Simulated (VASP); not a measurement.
An input for Quantum ESPRESSO's pw.x (written as the equivalent of a VASP run, and not itself run):

```
&CONTROL
  calculation = 'vc-relax'
  pseudo_dir = './pseudo'
  outdir = './out'
  tprnfor = .true.
  tstress = .true.
  nstep = 40
  forc_conv_thr = 0.00078
/
&SYSTEM
  ibrav = 0
  nat = 2
  ntyp = 2
  ecutwfc = 80
  occupations = 'smearing'
  smearing = 'gaussian'
  degauss = 0.003675
  input_dft = 'pbesol'
/
&ELECTRONS
  conv_thr = 7.3e-08
  electron_maxstep = 100
/
&IONS
/
&CELL
  press = 300
/
ATOMIC_SPECIES
  Ga 69.723 Ga.upf
  Bi 208.980 Bi.upf
CELL_PARAMETERS angstrom
     0.0000000    2.8341339    2.8341339
     2.8341339    0.0000000    2.8341339
     2.8341339    2.8341339   -0.0000000
ATOMIC_POSITIONS crystal
  Ga   0.0000000  0.0000000  0.0000000
  Bi   0.2500000  0.2500000  0.2500000
K_POINTS automatic
  8 8 8 0 0 0
```

Question: Write the VASP files for the same calculation (PBEsol).

Answer: Several could match; the one computed here: 
### POSCAR
```
GaBi
1
    0.0000000000     2.8341338613     2.8341338613
    2.8341338613     0.0000000000     2.8341338613
    2.8341338613     2.8341338613    -0.0000000000
Ga Bi
1 1
Direct
  0.0000000000   0.0000000000   0.0000000000
  0.2500000000   0.2500000000   0.2500000000
```

**KPOINTS**
```
Automatic
0
gamma
  8 8 8
0 0 0
```

**INCAR**
```
NELM  =  100
ISMEAR  =  0   ! Gaussian
LMAXMIX  =  4   ! l cut-off of mixed one-centre charges
GGA  =  PS   ! PBEsol
LCHARG  =  .False.
NSW  =  40
SYSTEM  =  GaBi
ENCUT  =  500   ! plane-wave cut-off (eV)
LREAL  =  .False.   ! projection in real space or not
EDIFF  =  1E-6   ! SCF stop (eV)
PREC  =  Accurate
ISIF  =  3
LASPH  =  .True.
LWAVE  =  .False.
EDIFFG  =  -0.02
IBRION  =  2   ! conjugate gradients
PSTRESS  =  300
SIGMA  =  0.05
ALGO  =  Normal   ! blocked Davidson
```

POTCAR, in this order: Ga_d Bi_d (PBE.64 set). Program: vasp_std.

What does not carry over: the potentials are each code's own (VASP's PAW set, PseudoDojo norm-conserving files in pw.x), so ENCUT and ecutwfc are chosen apart and not converted; conv_thr bounds pw.x's estimated SCF error, while EDIFF bounds the energy change between steps; forc_conv_thr acts on force components and is met together with etot_conv_thr.

The structure was generated: GaBi was put into the zinc blende type (F-43m), which need not be its known phase. This run relaxes it under an external pressure of 30 GPa. Symmetry was kept, so distortions that lower it aren't found.
